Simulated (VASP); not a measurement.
OSZICAR of a VASP run on Nb3Au2 (space group I4/mmm):

File OSZICAR:
```
       N       E                     dE             d eps       ncg     rms          rms(c)
DAV:   1     0.449468614622E+03    0.44947E+03   -0.24930E+04  2192   0.116E+03
DAV:   2    -0.109497978057E+02   -0.46042E+03   -0.44919E+03  2616   0.451E+02
DAV:   3    -0.450414256413E+02   -0.34092E+02   -0.33540E+02  4144   0.879E+01
DAV:   4    -0.466217768390E+02   -0.15804E+01   -0.15670E+01  3144   0.182E+01
DAV:   5    -0.467188954761E+02   -0.97119E-01   -0.96533E-01  3712   0.462E+00    0.179E+01
DAV:   6    -0.431215712053E+02    0.35973E+01   -0.44175E+01  2972   0.445E+01    0.133E+01
DAV:   7    -0.417252812076E+02    0.13963E+01   -0.78544E+00  3156   0.166E+01    0.507E+00
DAV:   8    -0.416349548103E+02    0.90326E-01   -0.17692E+00  3464   0.680E+00    0.194E+00
DAV:   9    -0.416014984131E+02    0.33456E-01   -0.22375E-01  2864   0.298E+00    0.160E+00
DAV:  10    -0.416053977396E+02   -0.38993E-02   -0.85879E-02  3464   0.163E+00    0.429E-01
DAV:  11    -0.416003768537E+02    0.50209E-02   -0.60535E-02  2952   0.125E+00    0.204E-01
DAV:  12    -0.415997025281E+02    0.67433E-03   -0.65704E-03  3136   0.457E-01    0.422E-02
DAV:  13    -0.415997252287E+02   -0.22701E-04   -0.29948E-04  3376   0.857E-02    0.238E-02
DAV:  14    -0.415997122563E+02    0.12972E-04   -0.78291E-05  3352   0.488E-02    0.473E-03
DAV:  15    -0.415997121168E+02    0.13948E-06   -0.52434E-06  2520   0.131E-02
   1 F= -.41599712E+02 E0= -.41563002E+02  d E =-.734194E-01
```

Q: Which electronic solver shows in the log?

A: It is blocked Davidson (ALGO = Normal, or the opening steps of other solvers). The INCAR had ALGO = Normal.

Q: Can the final energy be trusted as converged?

A: The calculation finished and met its thresholds. It stopped with EDIFF = 1E-6, NELM = 100 (PBEsol GGA, plane waves, VASP's PBE PAW potentials (set 64)).

The structure comes from a computed database's Nb3Au2 entry; how it stands against other phases isn't given here. The cell was not relaxed at this level. The k-mesh is coarse (spacing up to 0.43 per Å, 2π included), so the numbers may not be converged in it. The run is one of a series of settings (KPOINTS 6×6×6 Γ-centred mesh against the base run), some of them coarse on purpose. The electron count is odd and the run is not spin-polarised, which forces a metal.
